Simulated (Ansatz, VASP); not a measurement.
# GaN (4H polytype (invented)): VASP beside Ansatz

One calculation is typed for both programs; each brings its own data sets. How far apart do they land? The cell is taken from a series of runs on this material, whose earlier steps may have relaxed, scaled, displaced or heated it; both programs get it as it stands.

Calculated with Ansatz 0.2.0; plane waves, with VASP 6.6.1 beside it; relaxation of cell and atoms at r2SCAN.

### Step 1. Starting point

Symmetry: P6_3mc, No. 186, hexagonal system. The conventional cell has a = 3.182 Å, b = 3.182 Å, c = 10.377 Å, α = 90.00°, β = 90.00°, γ = 120.00°. Nearest to Ga lie 4 N at 1.95 Å. N has 4 Ga at 1.95 Å nearest. Nearest to N lie 4 Ga at 1.95 Å. Farther neighbours and most contacts between anions are not listed.

Structure file:

```cif
data_structure
_symmetry_space_group_name_H-M 'P 1'
_symmetry_Int_Tables_number 1
_cell_length_a 3.1816
_cell_length_b 3.1816
_cell_length_c 10.3771
_cell_angle_alpha 90.000
_cell_angle_beta 90.000
_cell_angle_gamma 120.000
_cell_volume 90.97
loop_
_atom_site_label
_atom_site_type_symbol
_atom_site_fract_x
_atom_site_fract_y
_atom_site_fract_z
_atom_site_occupancy
Ga1 Ga 0.66667 0.33333 0.99995 1
Ga2 Ga 0.00000 0.00000 0.24966 1
Ga3 Ga 0.33333 0.66667 0.49995 1
Ga4 Ga 0.00000 0.00000 0.74966 1
N5 N 0.66667 0.33333 0.18777 1
N6 N 0.00000 0.00000 0.43763 1
N7 N 0.33333 0.66667 0.68777 1
N8 N 0.00000 0.00000 0.93763 1
```

### Step 2. VASP: relaxation of cell and atoms, r2SCAN

The relaxed volume is the usual yardstick between codes: in a stiff, nearly cubic crystal its relative difference is about their pressure difference at one cell divided by the bulk modulus.

Lines of VASP's logs that name or quote its potential files are left out, and so is its time.

INCAR

```
SYSTEM = GaN
PREC = Accurate
ENCUT = 660
EDIFF = 1E-07
NELM = 120
ISMEAR = 0
SIGMA = 0.01
LREAL = .FALSE.
ALGO = Normal
METAGGA = R2SCAN
LASPH = .TRUE.
NBANDS = 44
LORBIT = 11
LWAVE = .FALSE.
LCHARG = .FALSE.
ISIF = 3
IBRION = 2
NSW = 80
EDIFFG = -0.005
GGA_COMPAT = .FALSE.
NELMIN = 4
EFERMI = MIDGAP
LMIXTAU = .TRUE.
KPAR = 2
```

POSCAR

```
GaN
1.0
    3.1816370000      0.0000000000      0.0000000000
   -1.5908180000      2.7553780000      0.0000000000
    0.0000000000      0.0000000000     10.3770550000
Ga N
4 4
Direct
    0.6666663966      0.3333332124      0.9999504676
    0.0000000000      0.0000000000      0.2496559958
    0.3333332891      0.6666667876      0.4999504195
    0.0000000000      0.0000000000      0.7496559477
    0.6666663966      0.3333332124      0.1877682059
    0.0000000000      0.0000000000      0.4376254149
    0.3333332891      0.6666667876      0.6877682541
    0.0000000000      0.0000000000      0.9376254631
```

KPOINTS

```
Automatic mesh
0
Gamma
9 9 4
0 0 0
```

PAW data sets: Ga_d and N (PBE family, release 64).

Command:

```console
$ mpirun -np 2 vasp_std
```

Numbers of over 12 decimals in the logs are rounded to 6 here.

The log of the run:

```text
[banner, memory and clock lines left out]
running    2 mpi-ranks, on    1 nodes
 distrk:  each k-point on    1 cores,    2 groups
 distr:  one band on    1 cores,    1 groups

 POSCAR found type information on POSCAR GaN
 POSCAR found :  2 types and       8 ions
|                                                                             |
|               ----> ADVICE to this user running VASP <----                  |
|                                                                             |
|     You enforced a specific xc type in the INCAR file but a different       |
|     [... a line on the potential file left out ...]
|     I HOPE YOU KNOW WHAT YOU ARE DOING!                                     |
|                                                                             |

 LDA part: xc-table for (None), standard interpolation
 POSCAR, INCAR and KPOINTS ok, starting setup
 FFT: planning ... GRIDC
 FFT: planning ... GRID_SOFT
 FFT: planning ... GRID
 WAVECAR not read
 entering main loop
       N       E                     dE             d eps       ncg     rms          rms(c)
DAV:   1     0.820519784370E+03    0.82052E+03   -0.39110E+04  3412   0.359E+03
DAV:   2     0.744511490855E+02   -0.74607E+03   -0.71780E+03  3208   0.828E+02
DAV:   3    -0.927807942904E+02   -0.16723E+03   -0.16139E+03  3704   0.255E+02
DAV:   4    -0.106772165123E+03   -0.13991E+02   -0.13888E+02  3892   0.743E+01
DAV:   5    -0.107296443194E+03   -0.52428E+00   -0.52287E+00  4184   0.146E+01    0.144E+01
DAV:   6    -0.938207900191E+02    0.13476E+02   -0.22989E+01  5368   0.549E+01    0.453E+00
DAV:   7    -0.880176822654E+02    0.58031E+01   -0.46875E+00  3456   0.135E+01    0.333E+00
DAV:   8    -0.913616142290E+02   -0.33439E+01   -0.24212E+00  4040   0.263E+01    0.161E+00
DAV:   9    -0.902147878073E+02    0.11468E+01   -0.94361E-01  3492   0.878E+00    0.166E+00
DAV:  10    -0.881002894364E+02    0.21145E+01   -0.31895E-01  3832   0.708E+00    0.109E+00
DAV:  11    -0.873493676894E+02    0.75092E+00   -0.55846E-01  4468   0.805E+00    0.457E-01
DAV:  12    -0.875679650724E+02   -0.21860E+00   -0.16247E-01  3700   0.350E+00    0.297E-01
DAV:  13    -0.875826513397E+02   -0.14686E-01   -0.10933E-02  3940   0.124E+00    0.210E-01
DAV:  14    -0.875535528775E+02    0.29098E-01   -0.22305E-02  3436   0.177E+00    0.274E-01
[...]
DAV:  22    -0.876187429694E+02   -0.51028E-04   -0.12924E-04  4224   0.691E-02    0.248E-02
DAV:  23    -0.876187282647E+02    0.14705E-04   -0.44172E-05  4064   0.592E-02    0.103E-02
DAV:  24    -0.876187378688E+02   -0.96041E-05   -0.75013E-06  4260   0.243E-02    0.602E-03
DAV:  25    -0.876187341862E+02    0.36825E-05   -0.19028E-06  3672   0.117E-02    0.477E-03
DAV:  26    -0.876187334401E+02    0.74618E-06   -0.19707E-07  2464   0.205E-02    0.292E-03
DAV:  27    -0.876187327049E+02    0.73520E-06   -0.33786E-07  2960   0.205E-02    0.759E-04
DAV:  28    -0.876187328580E+02   -0.15309E-06   -0.37880E-07  2720   0.508E-03    0.108E-03
DAV:  29    -0.876187328878E+02   -0.29870E-07   -0.15235E-08  1752   0.117E-03
   1 F= -.87618733E+02 E0= -.87618733E+02  d E =-.876187E+02
[...]
2 F= -.87618041E+02 E0= -.87618041E+02  d E =0.692121E-03
[...]
3 F= -.87620392E+02 E0= -.87620392E+02  d E =-.165930E-02
 curvature:  -0.24 expect dE=-0.488E-05 dE for cont linesearch -0.453E-05
 ZBRENT: interpolating
 opt :   0.4694  next Energy=   -87.620397 (dE=-0.166E-02)
 bond charge predicted
       N       E                     dE             d eps       ncg     rms          rms(c)
DAV:   1    -0.876204429239E+02   -0.50811E-04   -0.67246E-04  4348   0.429E-01    0.415E-02
DAV:   2    -0.876204014105E+02    0.41513E-04   -0.72051E-05  4448   0.150E-01    0.202E-02
DAV:   3    -0.876203903640E+02    0.11047E-04   -0.22436E-05  4508   0.869E-02    0.387E-03
DAV:   4    -0.876203900961E+02    0.26791E-06   -0.37735E-06  3220   0.136E-02    0.387E-03
DAV:   5    -0.876203902348E+02   -0.13876E-06   -0.15542E-07  2448   0.460E-03    0.313E-03
DAV:   6    -0.876203890317E+02    0.12031E-05   -0.52347E-07  3396   0.169E-02    0.525E-04
DAV:   7    -0.876203908911E+02   -0.18594E-05   -0.20151E-07  2044   0.103E-02    0.362E-04
DAV:   8    -0.876203908648E+02    0.26370E-07   -0.62692E-08  1632   0.230E-03
   4 F= -.87620391E+02 E0= -.87620391E+02  d E =-.165798E-02
 curvature:  -0.25 expect dE=-0.474E-06 dE for cont linesearch -0.108E-06
 trial: gam=-0.00718 g(F)=  0.121E-06 g(S)=  0.179E-05 ort = 0.584E-04 (trialstep = 0.894E+00)
 search vector abs. value=  0.148E-05
 reached required accuracy - stopping structural energy minimisation
```

From OUTCAR (step 2):

```text
ion  position               nearest neighbor table
   1  0.667  0.333  1.000-   8 1.95   8 1.95   8 1.95   5 1.95
   2  0.000  0.000  0.250-   5 1.95   5 1.95   5 1.95   6 1.95
   3  0.333  0.667  0.500-   6 1.95   6 1.95   6 1.95   7 1.95
   4  0.000  0.000  0.750-   7 1.95   7 1.95   7 1.95   8 1.95
   5  0.667  0.333  0.188-   2 1.95   2 1.95   2 1.95   1 1.95
   6  0.000  0.000  0.438-   3 1.95   3 1.95   3 1.95   2 1.95
   7  0.333  0.667  0.688-   4 1.95   4 1.95   4 1.95   3 1.95
   8  0.000  0.000  0.938-   1 1.95   1 1.95   1 1.95   4 1.95

  LATTYP: Found a hexagonal cell.
 ALAT       =     3.1816370000
 C/A-ratio  =     3.2615458646

 Subroutine GETGRP returns: Found 12 space group operations
 (whereof  6 operations were pure point group operations)

The static configuration has the point symmetry C_3v.
 The point group associated with its full space group is C_6v.

 Found     36 irreducible k-points:

   k-points           NKPTS =     36   k-points in BZ     NKDIM =     36   number of bands    NBANDS=     44

   dimension x,y,z NGX =    28 NGY =   28 NGZ =   90
   dimension x,y,z NGXF=    56 NGYF=   56 NGZF=  180

   ENCUT  =  660.0 eV  48.51 Ry    6.96 a.u.   6.66  6.66 21.74*2*pi/ulx,y,z

   NELECT =      72.0000    total number of electrons

 k-points in reciprocal lattice and weights: Automatic mesh
   0.00000000  0.00000000  0.00000000       0.003
   0.11111111 -0.00000000  0.00000000       0.019
   0.22222222 -0.00000000  0.00000000       0.019
   0.33333333  0.00000000  0.00000000       0.019
   0.44444444 -0.00000000  0.00000000       0.019
   0.11111111  0.11111111  0.00000000       0.019
   0.22222222  0.11111111  0.00000000       0.037
   0.33333333  0.11111111  0.00000000       0.037
   0.44444444  0.11111111  0.00000000       0.019
[...]
0.33333333  0.22222222  0.50000000       0.037
   0.33333333  0.33333333  0.50000000       0.006

 average (electrostatic) potential at core
       1 -68.3133       2 -68.2876       3 -68.3132       4 -68.2876       5 -64.9459
       6 -64.9874       7 -64.9459       8 -64.9874

 E-fermi :   6.1376

 k-point     1 :       0.0000    0.0000    0.0000
  band No.  band energies     occupation
    ...
     32       4.5126      2.00000
     33       4.5126      2.00000
     34       5.0123      2.00000
     35       5.0326      2.00000
     36       5.0326      2.00000
     37       7.2426      0.00000
     38       9.5131      0.00000
     39       9.8346      0.00000
     40      10.0027      0.00000
     41      14.1716      0.00000
    ...

 k-point     2 :       0.1111   -0.0000    0.0000
  band No.  band energies     occupation
    ...
     32       4.1180      2.00000
     33       4.2870      2.00000
     34       4.3174      2.00000
     35       4.8917      2.00000
     36       4.9225      2.00000
     37       8.1503      0.00000
     38      10.0672      0.00000
     39      10.3586      0.00000
     40      10.7321      0.00000
     41      13.7123      0.00000
    ...

 k-point     3 :       0.2222   -0.0000    0.0000
  band No.  band energies     occupation
    ...
     32       3.1680      2.00000
     33       3.8372      2.00000
     34       3.8596      2.00000
     35       4.5301      2.00000
     36       4.6219      2.00000
     37       9.4106      0.00000
     38      10.6308      0.00000
     39      10.7330      0.00000
     40      11.8457      0.00000
     41      13.0130      0.00000
    ...

  Total       -0.0017732     -0.0017732      0.0170349     -0.0000000      0.0000000     -0.0000000
  in kB       -0.0310553     -0.0310552      0.2983427     -0.0000000      0.0000000     -0.0000000
  external PRESSURE =       0.0787441 kB  Pullay stress =       0.0000000 kB

  energy-cutoff  :      660.00
  volume of cell :       91.48
      direct lattice vectors                 reciprocal lattice vectors
     3.187392460  0.000000001  0.000000000     0.313736075  0.181135581 -0.000000000
    -1.593695728  2.760362371  0.000000000    -0.000000000  0.362271276  0.000000000
     0.000000000 -0.000000000 10.397598939     0.000000000  0.000000000  0.096176050

 POSITION                                       TOTAL-FORCE (eV/Angst)
 -----------------------------------------------------------------------------------
      1.59370      0.92012     10.39703         0.000000     -0.000000     -0.000955
      0.00000     -0.00000      2.59578         0.000000     -0.000000      0.000287
      0.00000      1.84024      5.19823        -0.000000      0.000000     -0.000955
      1.59370      2.76036      7.79458        -0.000000      0.000000      0.000287
      1.59370      0.92012      1.95239        -0.000000     -0.000000      0.000191
      1.59370      2.76036      4.55029         0.000000      0.000000      0.000477
      0.00000      1.84024      7.15119         0.000000      0.000000      0.000191
     -1.59370      2.76036      9.74909         0.000000     -0.000000      0.000477
 -----------------------------------------------------------------------------------
    total drift:                                0.000801      0.000003     -0.011691

  FREE ENERGIE OF THE ION-ELECTRON SYSTEM (eV)
  ---------------------------------------------------
  free  energy   TOTEN  =       -87.6203908648 eV

  energy  without entropy=      -87.6203908648  energy(sigma->0) =      -87.62039086

 reached required accuracy - stopping structural energy minimisation

 total charge
# of ion       s       p       d       tot
------------------------------------------
    1        0.756   0.879  10.189  11.824
    2        0.754   0.876  10.191  11.821
    3        0.756   0.879  10.189  11.824
    4        0.754   0.876  10.191  11.821
    5        1.229   2.540   0.000   3.768
    6        1.229   2.537   0.000   3.766
    7        1.229   2.540   0.000   3.768
    8        1.229   2.537   0.000   3.766
--------------------------------------------------
tot          7.936  13.662  40.761  62.359

[... 3 further parts left out ...]
```

CONTCAR:

```
GaN
   1.00000000000000
     3.1873924599192929    0.0000000010444044    0.0000000000000000
    -1.5936957281506849    2.7603623714406464    0.0000000000000000
     0.0000000000000000   -0.0000000000000000   10.3975989385959036
  Ga              N
     4     4
Direct
     0.6666663966000002    0.3333332123999995    0.9999456390910338
     0.0000000000000000    0.0000000000000000    0.2496521765578400
     0.3333332890999969    0.6666667876000005    0.4999455909910352
     1.0000000000000000    1.0000000000000000    0.7496521284578415
     0.6666663966000002    0.3333332123999995    0.1877736347123067
     1.0000000000000000    1.0000000000000000    0.4376286338388158
     0.3333332890999969    0.6666667876000005    0.6877736829123071
     0.0000000000000000    1.0000000000000000    0.9376286820388161
```

The run keeps the 12 symmetry operations of its start, so it cannot find a distortion of lower symmetry.

[end of part 1 of 2]

[Lines on the potential files, build, host, timing and source positions are cut from VASP's logs without a mark.]

[Logs are printed without paths, hosts, clocks, repeated set-up lines and the standing remarks that a program may print on its own settings, such as how far it seeks lower states.]

[Hosts, paths, dates, database ids (printed as entryN), source tags and the programs' standing remarks are cut or masked in the printed files.]
